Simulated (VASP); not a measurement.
Computed with PBE GGA, VASP's PBE PAW potentials (set 64) (plane waves; VASP 6.6.1).

Input for VASP

### KPOINTS
```
Automatic mesh
0
Gamma
11 11 11
0 0 0
```

File POSCAR:
```
WS
1
    3.0093148353    -0.0000000000    -0.0000000000
   -0.0000000000     3.0093148353     0.0000000000
    0.0000000000    -0.0000000000     3.0093148353
W S
1 1
Direct
  0.0000000000   0.0000000000   0.0000000000
  0.5000000000   0.5000000000   0.5000000000
```

**INCAR**
```
SYSTEM = WS
PREC = Accurate
ENCUT = 400
EDIFF = 1E-6
NELM = 100
ALGO = Normal
LREAL = .FALSE.
LASPH = .TRUE.
ISMEAR = 1
SIGMA = 0.1
GGA = PE
LMAXMIX = 6
LWAVE = .FALSE.
LCHARG = .FALSE.
IBRION = 2
ISIF = 3
NSW = 60
EDIFFG = -0.01
```

POTCAR, in this order: W_sv S (PBE.64 set). Program: vasp_std.

Output of the run:

**OUTCAR**
```
 ion  position               nearest neighbor table
   1  0.000  0.000  0.000-   2 2.61   2 2.61   2 2.61   2 2.61   2 2.61   2 2.61   2 2.61   2 2.61
  LATTYP: Found a simple cubic cell.
 ALAT       =     3.0093148353
 Subroutine PRICEL returns:
 Original cell was already a primitive cell.
 Subroutine GETGRP returns: Found 48 space group operations
The static configuration has the point symmetry O_h .
The dynamic configuration has the point symmetry O_h .
 Subroutine INISYM returns: Found 48 space group operations
 Subroutine IBZKPT returns following result:
 Found     56 irreducible k-points:

 Following reciprocal coordinates:
            Coordinates               Weight
  0.000000  0.000000  0.000000      1.000000
  0.090909  0.000000  0.000000      6.000000
  0.181818  0.000000  0.000000      6.000000
  0.272727  0.000000  0.000000      6.000000
  0.363636  0.000000  0.000000      6.000000
  0.454545  0.000000  0.000000      6.000000
  0.090909  0.090909  0.000000     12.000000
  0.181818  0.090909  0.000000     24.000000
  0.272727  0.090909  0.000000     24.000000
  0.363636  0.090909  0.000000     24.000000
  0.454545  0.090909  0.000000     24.000000
  0.181818  0.181818  0.000000     12.000000
  0.272727  0.181818  0.000000     24.000000
  0.363636  0.181818  0.000000     24.000000
  0.454545  0.181818  0.000000     24.000000
  0.272727  0.272727  0.000000     12.000000
  0.363636  0.272727  0.000000     24.000000
  0.454545  0.272727  0.000000     24.000000
  0.363636  0.363636  0.000000     12.000000
  0.454545  0.363636  0.000000     24.000000
  0.454545  0.454545  0.000000     12.000000
  0.090909  0.090909  0.090909      8.000000
  0.181818  0.090909  0.090909     24.000000
  0.272727  0.090909  0.090909     24.000000
  0.363636  0.090909  0.090909     24.000000
...
```

File OSZICAR:
```
       N       E                     dE             d eps       ncg     rms          rms(c)
DAV:   1     0.120359785434E+03    0.12036E+03   -0.92249E+03  1568   0.128E+03
DAV:   2    -0.130526741145E+02   -0.13341E+03   -0.13088E+03  1862   0.340E+02
DAV:   3    -0.171831707850E+02   -0.41305E+01   -0.40327E+01  1936   0.561E+01
DAV:   4    -0.172218825831E+02   -0.38712E-01   -0.38706E-01  1760   0.590E+00
DAV:   5    -0.172223401808E+02   -0.45760E-03   -0.45759E-03  1922   0.648E-01    0.223E+01
DAV:   6    -0.166520822189E+02    0.57026E+00   -0.18404E+00  1838   0.127E+01    0.101E+01
DAV:   7    -0.166114908308E+02    0.40591E-01   -0.73158E-02  1688   0.240E+00    0.356E+00
DAV:   8    -0.166056361732E+02    0.58547E-02   -0.16733E-02  1814   0.962E-01    0.192E-01
DAV:   9    -0.166054921011E+02    0.14407E-03   -0.61712E-04  1730   0.254E-01    0.103E-01
DAV:  10    -0.166055096995E+02   -0.17598E-04   -0.86553E-05  1736   0.121E-01    0.303E-02
DAV:  11    -0.166055114097E+02   -0.17102E-05   -0.33513E-06  1678   0.219E-02    0.571E-03
DAV:  12    -0.166055113254E+02    0.84285E-07   -0.35177E-07   820   0.632E-03
   1 F= -.16605511E+02 E0= -.16605551E+02  d E =-.166055E+02
```

File OUTCAR:
```
------------------------ aborting loop because EDIFF is reached ----------------------------------------
  FORCE on cell =-STRESS in cart. coord.  units (eV):
  Direction    XX          YY          ZZ          XY          YZ          ZX
  --------------------------------------------------------------------------------------
  Total        0.0099620      0.0099620      0.0099620     -0.0000000      0.0000000     -0.0000000
  in kB        0.5856719      0.5856719      0.5856719     -0.0000000      0.0000000     -0.0000000
  external PRESSURE =       0.5856719 kB  Pullay stress =       0.0000000 kB
  volume of cell :       27.25
      direct lattice vectors                 reciprocal lattice vectors
     3.009314835  0.000000000  0.000000000     0.332301555  0.000000000  0.000000000
     0.000000000  3.009314835  0.000000000     0.000000000  0.332301555  0.000000000
     0.000000000  0.000000000  3.009314835     0.000000000  0.000000000  0.332301555
 POSITION                                       TOTAL-FORCE (eV/Angst)
 -----------------------------------------------------------------------------------
      0.00000      0.00000      0.00000         0.000000      0.000000      0.000000
      1.50466      1.50466      1.50466         0.000000      0.000000      0.000000
 -----------------------------------------------------------------------------------
    total drift:                                0.000000      0.000000      0.000000
  FREE ENERGIE OF THE ION-ELECTRON SYSTEM (eV)
  ---------------------------------------------------
  free  energy   TOTEN  =       -16.6055113254 eV

  energy  without entropy=      -16.6056302090  energy(sigma->0) =      -16.60555095

 reached required accuracy - stopping structural energy minimisation
```
(Selected blocks of OUTCAR.)

The structure was generated: WS was put into the CsCl type type (Pm-3m), which need not be its known phase. It was relaxed first, which changed the volume by -35 %. The start is the result of an earlier pass.
